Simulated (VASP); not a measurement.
Given:

```yaml
crystal:
  lattice:
    - [3.75541, 0.00000, 0.00000]
    - [-1.87771, 3.25228, 0.00000]
    - [0.00000, 0.00000, 18.66105]
  atoms:
    - { symbol: Se, position: [0.66667, 0.33333, 0.41463] }
    - { symbol: Se, position: [0.33333, 0.66667, 0.58537] }
    - { symbol: Zr, position: [0.00000, 0.00000, 0.50000] }
```

The numbers are results of PBE GGA with D3 dispersion (Becke-Johnson damping), VASP's PBE PAW potentials (set 64) (plane waves; VASP 6.6.1), not measurements. Run with PREC = Normal, 400 eV cut-off, 12×12×1 Γ-centred mesh, Gaussian smearing of 0.050 eV, potentials Se Zr_sv.

Task: Predict the energy per atom (σ→0), band gap (on the k-mesh) with the smallest direct gap where there is one.

Result: 
```json
{
  "band gap (on the k-mesh)": "0.38 eV",
  "smallest direct gap (on the k-mesh)": "1.10 eV",
  "energy per atom (σ→0)": "-6.801 eV/atom"
}
```

Only differences to runs with the same potentials and settings are physical.

The cell is a sheet with vacuum, built from ZrSe2 (1T layered).
